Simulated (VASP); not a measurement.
# EuAgSeF (P4/nmm) in VASP: notebook

Runs on EuAgSeF. Level: RPBE. Tasks: single point.

Everything below comes from runs of VASP 6.6.1. Logs are shortened: lines on timing, memory, paths and dates and some standing lists are left out, and cuts for length are marked.

### 1 The structure

The structure is tetragonal, space group P4/nmm (No. 129). The conventional cell has a = 4.154 Å, b = 4.154 Å, c = 9.218 Å, α = 90.00°, β = 90.00°, γ = 90.00°. Eu (site symmetry 4mm) has 4 F at 2.51 Å as nearest neighbours. Around Ag (site symmetry -4m2) lie 4 Se at 2.76 Å and 4 Ag at 2.94 Å. Se (site symmetry 4mm) is surrounded by 4 Ag at 2.76 Å. F (site symmetry -4m2) is surrounded by 4 Eu at 2.51 Å.

### 2 Single point, RPBE, collinear spin, ferromagnetic start

File INCAR:

```
SYSTEM = EuAgSeF
PREC = Accurate ; ENCUT = 520
EDIFF = 1E-7 ; ISMEAR = 0
SIGMA = 0.02 ; LREAL = .FALSE.
LASPH = .TRUE. ; NELM = 120
ALGO = Normal ; ISIF = 2
LWAVE = .FALSE. ; LCHARG = .FALSE.
ISPIN = 2 ; MAGMOM = 7 7 0 0 0 0 0 0
LORBIT = 11 ; LMAXMIX = 6
GGA = RP
```

File KPOINTS:

```
regular mesh
0
G
  7 7 3
  0 0 0
```

File POSCAR:

```
EuAgSeF
4.1543
    0.999992778567      0.000000000000      0.000000000000
    0.000000000000      0.999992778567      0.000000000000
    0.000000000000      0.000000000000      2.218977926486
Eu Ag Se F
2 2 2 2
Direct
    0.0000000000      0.5000000000      0.6524200000
    0.5000000000      0.0000000000      0.3475800000
    0.5000000000      0.5000000000      0.0000000000
    0.0000000000      0.0000000000      0.0000000000
    0.5000000000      0.0000000000      0.8032000000
    0.0000000000      0.5000000000      0.1968000000
    0.5000000000      0.5000000000      0.5000000000
    0.0000000000      0.0000000000      0.5000000000
```

Potentials or basis: VASP PAW PBE potentials, release 64 (Eu, Ag, Se, F).

Launch:

```bash
$ cat potpaw_PBE.64/Eu/POTCAR potpaw_PBE.64/Ag/POTCAR potpaw_PBE.64/Se/POTCAR potpaw_PBE.64/F/POTCAR > POTCAR
$ mpirun -np 1 vasp_std > vasp.out
```

OUTCAR:

```text
SYSTEM = EuAgSeF
   PREC = Accurate
   ENCUT = 520
   EDIFF = 1E-7
   ISMEAR = 0
   LREAL = .FALSE.
   LASPH = .TRUE.
   NELM = 120
   ISIF = 2
   ISPIN = 2
   LORBIT = 11
   GGA = RP

 ion  position               nearest neighbor table
   1  0.000  0.500  0.652-   7 2.51   8 2.51   8 2.51   7 2.51
   2  0.500  0.000  0.348-   7 2.51   8 2.51   7 2.51   8 2.51
   3  0.500  0.500  0.000-   5 2.76   6 2.76   5 2.76   6 2.76   4 2.94   4 2.94   4 2.94   4 2.94

   4  0.000  0.000  0.000-   5 2.76   6 2.76   6 2.76   5 2.76   3 2.94   3 2.94   3 2.94   3 2.94

   5  0.500  0.000  0.803-   3 2.76   4 2.76   3 2.76   4 2.76
   6  0.000  0.500  0.197-   3 2.76   4 2.76   4 2.76   3 2.76
   7  0.500  0.500  0.500-   1 2.51   2 2.51   2 2.51   1 2.51
   8  0.000  0.000  0.500-   1 2.51   2 2.51   1 2.51   2 2.51

  LATTYP: Found a simple tetragonal cell.
 ALAT       =     4.1542700000
 C/A-ratio  =     2.2189939508

  Lattice vectors:

 A1 = (   4.1542700000,   0.0000000000,   0.0000000000)
 A2 = (   0.0000000000,   4.1542700000,   0.0000000000)
 A3 = (   0.0000000000,   0.0000000000,   9.2183000000)

Analysis of symmetry for initial positions (statically):
=====================================================================
 Subroutine PRICEL returns:
 Original cell was already a primitive cell.

 Routine SETGRP: Setting up the symmetry group for a
 simple tetragonal supercell.

 Subroutine GETGRP returns: Found 16 space group operations
 (whereof  8 operations were pure point group operations)
 out of a pool of 16 trial point group operations.

The static configuration has the point symmetry D_2d.
 The point group associated with its full space group is D_4h.

Analysis of symmetry for dynamics (positions and initial velocities):
=====================================================================
 Subroutine PRICEL returns:
 Original cell was already a primitive cell.

 Routine SETGRP: Setting up the symmetry group for a
 simple tetragonal supercell.

 Subroutine GETGRP returns: Found 16 space group operations
 (whereof  8 operations were pure point group operations)
 out of a pool of 16 trial point group operations.

The dynamic configuration has the point symmetry D_2d.
 The point group associated with its full space group is D_4h.

Analysis of structural, dynamic, and magnetic symmetry:
=====================================================================
 Subroutine PRICEL returns:
 Original cell was already a primitive cell.

 Routine SETGRP: Setting up the symmetry group for a
 simple tetragonal supercell.

 Subroutine GETGRP returns: Found 16 space group operations
 (whereof  8 operations were pure point group operations)
 out of a pool of 16 trial point group operations.

The overall configuration has the point symmetry D_2d.
 The point group associated with its full space group is D_4h.

 Subroutine INISYM returns: Found 16 space group operations
 (whereof  8 operations are pure point group operations),
 and found     1 'primitive' translations

----------------------------------------------------------------------------------------

                                     Primitive cell

  volume of cell :     159.0890

  direct lattice vectors                    reciprocal lattice vectors
     4.154270000  0.000000000  0.000000000     0.240716179  0.000000000  0.000000000
     0.000000000  4.154270000  0.000000000     0.000000000  0.240716179  0.000000000
     0.000000000  0.000000000  9.218300000     0.000000000  0.000000000  0.108479872

  length of vectors
     4.154270000  4.154270000  9.218300000     0.240716179  0.240716179  0.108479872

  position of ions in fractional coordinates (direct lattice)
[... 67 lines left out ...]
  0.428571  0.428571  0.333333      8.000000
   k-points           NKPTS =     20   k-points in BZ     NKDIM =     20   number of bands    NBANDS=     56
   number of dos      NEDOS =    301   number of ions     NIONS =      8
   total plane-waves  NPLWV =  71680
   dimension x,y,z NGX =    32 NGY =   32 NGZ =   70
   dimension x,y,z NGXF=    64 NGYF=   64 NGZF=  140
   ions per type =               2   2   2   2
   NGX,Y,Z   is equivalent  to a cutoff of  12.81, 12.81, 12.62 a.u.
   NGXF,Y,Z  is equivalent  to a cutoff of  25.61, 25.61, 25.25 a.u.
 SYSTEM =  EuAgSeF
   PREC   = accura    normal or accurate (medium, high low for compatibility)
   ISTART =      0    job   : 0-new  1-cont  2-samecut
   ICHARG =      2    charge: 1-file 2-atom 10-const
   ISPIN  =      2    spin polarized calculation?
   LNONCOLLINEAR =      F non collinear calculations
   LSORBIT =      F    spin-orbit coupling
   LASPH  =      T    aspherical Exc in radial PAW
   ENCUT  =  520.0 eV  38.22 Ry    6.18 a.u.   7.72  7.72 17.14*2*pi/ulx,y,z
   NELM   =    120;   NELMIN=  2; NELMDL= -5     # of ELM steps
   EDIFF  = 0.1E-06   stopping-criterion for ELM
   LREAL  =      F    real-space projection
   EDIFFG = 0.1E-05   stopping-criterion for IOM
   NSW    =      0    number of steps for IOM
   IBRION =     -1    ionic relax: 0-MD 1-quasi-New 2-CG
   NFREE  =      0    steps in history (QN), initial steepest desc. (CG)
   ISIF   =      2    stress and relaxation
   ISYM   =      2    0-nonsym 1-usesym 2-fastsym
   POTIM  = 0.5000    time-step for ionic-motion
   TEBEG  =    0.0;   TEEND  =   0.0 temperature during run
   PSTRESS=    0.0 pullay stress
   NELECT =      82.0000    total number of electrons
   NUPDOWN=      -1.0000    fix difference up-down
   EMIN   =  10.00;   EMAX   =-10.00  energy-range for DOS
   EFERMI =   0.00;   METHOD = LEGACY
   ISMEAR =     0;   SIGMA  =   0.02  broadening in eV -4-tet -1-fermi 0-gaus
   EFERMI_NEDOS =   21; number of points for ismear=-14 and -15
   IALGO  =     38    algorithm
   IMIX   =      4    mixing-type and parameters
     AMIX     =   0.40;   BMIX     =  1.00
     AMIX_MAG =   1.60;   BMIX_MAG =  1.00
  volume/ion in A,a.u.               =      19.89       134.20
  Fermi-wavevector in a.u.,A,eV,Ry     =   1.312601  2.480456 23.441764  1.722921
  Thomas-Fermi vector in A             =   2.442982
   LORBIT       =     11    0 simple, 1 ext, 2 COOP (PROOUT), +10 PAW based schemes
   GGA     = RP    functional components
   LHFCALC =     F    Hartree Fock is set to
   AEXX    =    0.0000 exact exchange contribution
   IVDW    =     0    specifies the selected vdW correction
   LEPSILON=     F    determine dielectric tensor
   LRPA    =     F    only Hartree local field effects (RPA)
 spin polarized calculation
 Gauss-broadening in eV      SIGMA  =   0.02
  energy-cutoff  :      520.00
  volume of cell :      159.09
 maximum number of plane-waves:      4304
 NGX is ok and might be reduce to    32
   NGX = 15   NGY = 15   NGZ = 35

 number of electron      82.0000017 magnetization      13.9727019

 Free energy of the ion-electron system (eV)
  ---------------------------------------------------
  ext. energy  EPLUGINS =         0.00000000
  ---------------------------------------------------
  free energy    TOTEN  =       -51.89904712 eV

  energy without entropy =      -51.89795771  energy(sigma->0) =      -51.89850241

 E-fermi :   5.7149     XC(G=0): -10.1815

 val. band max:        5.7147297181   @ k =   0.0000   0.0000   0.3333
 cond. band min:       5.7680415420   @ k =   0.1429   0.0000   0.0000
 fundamental gap:      0.0533118239
 Fermi energy:         5.7148752696

 spin component 1

 k-point     1 :       0.0000    0.0000    0.0000
  band No.  band energies     occupation
      1     -35.9792      1.00000
      2     -35.9577      1.00000
      3     -20.0748      1.00000
      4     -19.6562      1.00000
      5     -14.8247      1.00000
      6     -14.8247      1.00000
[... 1109 lines left out ...]
     52       8.2307      0.00000
     53       8.9461      0.00000
 Fermi energy:         5.7148752696

 spin component 2

 k-point     1 :       0.0000    0.0000    0.0000
  band No.  band energies     occupation
      1     -32.8144      1.00000
      2     -32.7807      1.00000
      3     -20.0270      1.00000
      4     -19.6794      1.00000
      5     -12.5934      1.00000
      6     -12.5934      1.00000
[... 1109 lines left out ...]
     52      10.5568      0.00000
     53      10.5575      0.00000
 [bands above 53 left out]

------------------------ aborting loop because EDIFF is reached ----------------------------------------

  FORCE on cell =-STRESS in cart. coord.  units (eV):
  Direction    XX          YY          ZZ          XY          YZ          ZX
  --------------------------------------------------------------------------------------
  -------------------------------------------------------------------------------------
  Total        4.1018861      4.1018861      4.6855635      0.0000000      0.0000000      0.0000000
  in kB       41.3098771     41.3098771     47.1880615      0.0000000      0.0000000      0.0000000
  external PRESSURE =      43.2692719 kB  Pullay stress =       0.0000000 kB

 VOLUME and BASIS-vectors are now :
 -----------------------------------------------------------------------------
  energy-cutoff  :      520.00
  volume of cell :      159.09
      direct lattice vectors                 reciprocal lattice vectors
     4.154270000  0.000000000  0.000000000     0.240716179  0.000000000  0.000000000
     0.000000000  4.154270000  0.000000000     0.000000000  0.240716179  0.000000000
     0.000000000  0.000000000  9.218300000     0.000000000  0.000000000  0.108479872

 POSITION                                       TOTAL-FORCE (eV/Angst)
 -----------------------------------------------------------------------------------
      0.00000      2.07714      6.01420        -0.000000      0.000000      0.468968
      2.07714      0.00000      3.20410        -0.000000     -0.000000     -0.468968
      2.07714      2.07714      0.00000         0.000000      0.000000     -0.000000
      0.00000      0.00000      0.00000        -0.000000     -0.000000     -0.000000
      2.07714      0.00000      7.40414        -0.000000     -0.000000     -0.529365
      0.00000      2.07714      1.81416        -0.000000      0.000000      0.529365
      2.07714      2.07714      4.60915        -0.000000      0.000000     -0.000000
      0.00000      0.00000      4.60915         0.000000     -0.000000     -0.000000
 -----------------------------------------------------------------------------------
    total drift:                                0.000000     -0.000000      0.000000

  FREE ENERGIE OF THE ION-ELECTRON SYSTEM (eV)
  ---------------------------------------------------
  free  energy   TOTEN  =       -51.8990471234 eV

  energy  without entropy=      -51.8979577066  energy(sigma->0) =      -51.89850241

 total charge

# of ion       s       p       d       f       tot
--------------------------------------------------
    1        2.023   5.799   0.222   6.757  14.802
    2        2.023   5.799   0.222   6.757  14.802
    3        0.332   0.275   9.247   0.000   9.855
    4        0.332   0.275   9.247   0.000   9.855
    5        1.441   2.384   0.029   0.000   3.854
    6        1.441   2.384   0.029   0.000   3.854
    7        1.740   4.380   0.000   0.000   6.120
    8        1.740   4.380   0.000   0.000   6.120
--------------------------------------------------
tot         11.074  25.676  18.998  13.514  69.262

 magnetization (x)

# of ion       s       p       d       f       tot
--------------------------------------------------
    1       -0.017  -0.124   0.044   6.721   6.625
    2       -0.017  -0.124   0.044   6.721   6.625
    3        0.008   0.002  -0.003   0.000   0.008
    4        0.008   0.002  -0.003   0.000   0.008
    5        0.003  -0.019   0.003   0.000  -0.012
    6        0.003  -0.019   0.003   0.000  -0.012
    7       -0.000  -0.013   0.000   0.000  -0.013
    8       -0.000  -0.013   0.000   0.000  -0.013
--------------------------------------------------
tot         -0.010  -0.307   0.090  13.441  13.213
```

It took 8 min on 1 thread of Intel Xeon Platinum 8559C (Emerald Rapids), shared host; peak memory 0.5 GiB.

Results:

* Free energy: -51.8990 eV
* Pressure: 4.3 GPa
* Largest force: 0.529 eV/Å
* Band gap on the k mesh: none (metal or under the smearing width)
* Net moment: 13.97 μB per cell
* Site moments: Eu +6.62; Ag +0.01; Se -0.01; F -0.01 μB
* Valence electrons inside the program's atomic spheres: Eu 14.80; Ag 9.86; Se 3.85; F 6.12

Forces on the atoms (eV/Å):
```
Eu   0.000  0.000  0.469
Eu   0.000  0.000 -0.469
Ag   0.000  0.000  0.000
Ag   0.000  0.000  0.000
Se   0.000  0.000 -0.529
Se   0.000  0.000  0.529
F    0.000  0.000  0.000
F    0.000  0.000  0.000
```

Caveat: the PAW data sets were made with another functional, which shifts forces and pressure a little; spin-orbit coupling is left out, which moves the levels of the heavy elements; without U or exact exchange the open f shell lies at the Fermi level, which spoils levels, moments and volumes. With open d or f shells a metallic result of RPBE can be an artefact of self-interaction; +U or a hybrid may open a gap.

(Continued in part 2 of 2.)
